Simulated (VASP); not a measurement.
```
PdP
1.0
    1.69759    -5.42422     0.00000
    1.69759     5.42422     0.00000
    0.00000     0.00000     2.98783
P Pd
2 2
Direct
  0.58151   0.41849   0.25000
  0.41849   0.58151   0.75000
  0.82612   0.17388   0.25000
  0.17388   0.82612   0.75000
```

Computed with PBEsol GGA, VASP's PBE PAW potentials (set 64) (plane waves; VASP 6.6.1). Settings: 480 eV cut-off, 8×8×10 Γ-centred mesh, first-order Methfessel-Paxton smearing of 0.10 eV, potentials P Pd.

**Question.** Give the stress tensor in GPa (positive for a compressed cell).

**Answer.** 
```
9.28  0.00  0.00
0.00  6.53  0.00
0.00  0.00  6.38
```
The pressure is its mean diagonal, 7.40 GPa.

The structure was generated: PPd was put into the CrB type (Cmcm), which need not be its known phase. This cell was strained or had an atom moved on purpose. Symmetry was kept, so distortions that lower it aren't found.
